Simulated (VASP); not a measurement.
Crystal: Ag.

```
Ag
1.0
     0.00000    2.04275    2.04275
     2.04275    0.00000    2.04275
     2.04275    2.04275    0.00000
Ag
1
Cartesian
  0.0000 0.0000 0.0000
```

```yaml
Program: VASP 6.6.1
Task: relaxation of cell and atoms
Functional: PBE
Potentials_or_basis: VASP PAW PBE potentials, release 64 (Ag)
Cutoff: 600 eV
k_mesh: 18 × 18 × 18
Occupations: methfessel-paxton, width 0.1 eV
Spin: no spin polarisation
```

At the start: pressure 4.5 GPa; volume 17.05 Å³/atom.

Task: Where does the relaxation end?

Result: Over 3 steps the energy falls by 10.1 meV/atom and the volume is 17.80 Å³/atom (+4.4 %); space group Fm-3m (No. 225, to 0.05 Å).

The path:
```csv
step,energy change (eV),largest force (eV/Å),pressure (GPa),volume (Å³)
1,0.0000,0.0000,4.53,17.05
2,-0.0068,0.0000,-2.19,18.27
3,-0.0101,0.0000,0.01,17.80
```

Final structure:
```
Ag
1.0
     0.00000    2.07238    2.07238
     2.07238    0.00000    2.07238
     2.07238    2.07238    0.00000
Ag
1
Direct
  0.00000 0.00000 0.00000
```
